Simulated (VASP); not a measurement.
Data:

```
CELL_PARAMETERS angstrom
      0.00000     2.34072     2.34072
      2.34072     0.00000     2.34072
      2.34072     2.34072     0.00000
ATOMIC_POSITIONS crystal
  Li 0.25000 0.25000 0.25000
  Li 0.75000 0.75000 0.75000
  O  0.00000 0.00000 0.00000
```

These are revPBE GGA, VASP's PBE PAW potentials (set 64) (plane waves; VASP) values and carry that method's errors. Numerical set-up: 520 eV cut-off, Gaussian smearing of 0.050 eV, potentials Li_sv O.

Q: Predict the band gap (along the path) with the smallest direct gap where there is one.

A: 
```yaml
band gap (along the path): 5.00 eV
smallest direct gap (along the path): 5.06 eV
```

Only differences to runs with the same potentials and settings are physical.

The compound is Li2O in the antifluorite structure. It was relaxed first.
